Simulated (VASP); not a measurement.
OSZICAR of a VASP run on Re (hcp):

### OSZICAR
```
       N       E                     dE             d eps       ncg     rms          rms(c)
DAV:   1     0.339523248291E+02    0.33952E+02   -0.70178E+03  4735   0.159E+03
DAV:   2    -0.147597424704E+02   -0.48712E+02   -0.41448E+02  4074   0.317E+02
DAV:   3    -0.214471983104E+02   -0.66875E+01   -0.54167E+01  4449   0.261E+02
DAV:   4    -0.218178613304E+02   -0.37066E+00   -0.32543E+00  4895   0.273E+01
DAV:   5    -0.218301505542E+02   -0.12289E-01   -0.11903E-01  4521   0.336E+00    0.443E+01
DAV:   6    -0.208238205612E+02    0.10063E+01   -0.99631E-01  4925   0.314E+01    0.184E+01
DAV:   7    -0.204807791756E+02    0.34304E+00   -0.71928E-01  5102   0.253E+01    0.552E-01
DAV:   8    -0.204684400490E+02    0.12339E-01   -0.99190E-03  5187   0.124E+00    0.240E-01
DAV:   9    -0.204676206886E+02    0.81936E-03   -0.61403E-04  5022   0.234E-01    0.330E-02
DAV:  10    -0.204676396258E+02   -0.18937E-04   -0.41012E-05  4395   0.573E-02    0.822E-03
DAV:  11    -0.204676390729E+02    0.55282E-06   -0.19979E-07  2437   0.201E-02
   1 F= -.20467639E+02 E0= -.20467898E+02  d E =-.204676E+02
       N       E                     dE             d eps       ncg     rms          rms(c)
DAV:   1    -0.204729094791E+02   -0.52699E-02   -0.37509E+00  3079   0.117E+02    0.596E+00
DAV:   2    -0.204499302718E+02    0.22979E-01   -0.48822E-02  4300   0.794E+00    0.213E+00
DAV:   3    -0.204417058073E+02    0.82245E-02   -0.19873E-02  4527   0.493E+00    0.310E-01
DAV:   4    -0.204417189862E+02   -0.13179E-04   -0.35305E-04  5172   0.297E-01    0.992E-02
DAV:   5    -0.204417226747E+02   -0.36885E-05   -0.22457E-04  5082   0.443E-01    0.209E-02
DAV:   6    -0.204417261886E+02   -0.35139E-05   -0.11126E-06  2340   0.572E-02    0.488E-03
DAV:   7    -0.204417263826E+02   -0.19403E-06   -0.12924E-06  2165   0.254E-02
   2 F= -.20441726E+02 E0= -.20442050E+02  d E =0.259127E-01
       N       E                     dE             d eps       ncg     rms          rms(c)
DAV:   1    -0.204887498147E+02   -0.47024E-01   -0.29019E+00  2648   0.109E+02    0.505E+00
DAV:   2    -0.204749309287E+02    0.13819E-01   -0.33197E-02  4433   0.631E+00    0.170E+00
DAV:   3    -0.204692932259E+02    0.56377E-02   -0.12550E-02  4446   0.396E+00    0.280E-01
DAV:   4    -0.204692451931E+02    0.48033E-04   -0.29183E-04  5113   0.381E-01    0.124E-01
DAV:   5    -0.204692439899E+02    0.12032E-05   -0.17029E-04  5036   0.405E-01    0.202E-02
DAV:   6    -0.204692459266E+02   -0.19367E-05   -0.86111E-07  2058   0.565E-02    0.534E-03
DAV:   7    -0.204692458613E+02    0.65295E-07   -0.92865E-07  1860   0.213E-02
   3 F= -.20469246E+02 E0= -.20469528E+02  d E =-.160679E-02
       N       E                     dE             d eps       ncg     rms          rms(c)
DAV:   1    -0.204692461245E+02   -0.19790E-06   -0.58654E-05  2807   0.484E-01    0.295E-02
DAV:   2    -0.204692460292E+02    0.95324E-07   -0.28031E-07  1602   0.330E-02
   4 F= -.20469246E+02 E0= -.20469528E+02  d E =-.160696E-02
       N       E                     dE             d eps       ncg     rms          rms(c)
DAV:   1    -0.204692451202E+02    0.10042E-05   -0.57932E-05  2769   0.496E-01    0.247E-02
DAV:   2    -0.204692449355E+02    0.18478E-06   -0.26636E-07  1446   0.336E-02
   5 F= -.20469245E+02 E0= -.20469527E+02  d E =-.160586E-02
       N       E                     dE             d eps       ncg     rms          rms(c)
DAV:   1    -0.204692866268E+02   -0.41507E-04   -0.32860E-03  3999   0.210E+00    0.337E-02
DAV:   2    -0.204692576770E+02    0.28950E-04   -0.39123E-05  4851   0.859E-02    0.158E-02
DAV:   3    -0.204692492573E+02    0.84197E-05   -0.14157E-05  3843   0.598E-02    0.553E-03
DAV:   4    -0.204692493913E+02   -0.13402E-06   -0.19716E-06  1949   0.283E-02
   6 F= -.20469249E+02 E0= -.20469547E+02  d E =-.445582E-05
       N       E                     dE             d eps       ncg     rms          rms(c)
DAV:   1    -0.204692603459E+02   -0.11089E-04   -0.51174E-04  4005   0.828E-01    0.137E-02
DAV:   2    -0.204692553249E+02    0.50209E-05   -0.31230E-06  2849   0.350E-02    0.926E-03
DAV:   3    -0.204692542684E+02    0.10565E-05   -0.73929E-06  2993   0.380E-02    0.162E-03
DAV:   4    -0.204692542809E+02   -0.12462E-07   -0.14173E-07  1419   0.112E-02
   7 F= -.20469254E+02 E0= -.20469546E+02  d E =-.934540E-05
```

Which electronic solver shows in the log?

It is blocked Davidson (ALGO = Normal, or the opening steps of other solvers). The INCAR had ALGO = Normal.

Can the final energy be trusted as converged?

The calculation finished and met its thresholds. It stopped with EDIFF = 1E-6, NELM = 100, NSW = 60 and EDIFFG = -0.01 after 7 ionic steps (optB86b-vdW, plane waves, VASP's PBE PAW potentials (set 64)).

The compound is Re in the hcp structure. This run relaxes it. Symmetry was kept, so distortions that lower it aren't found.
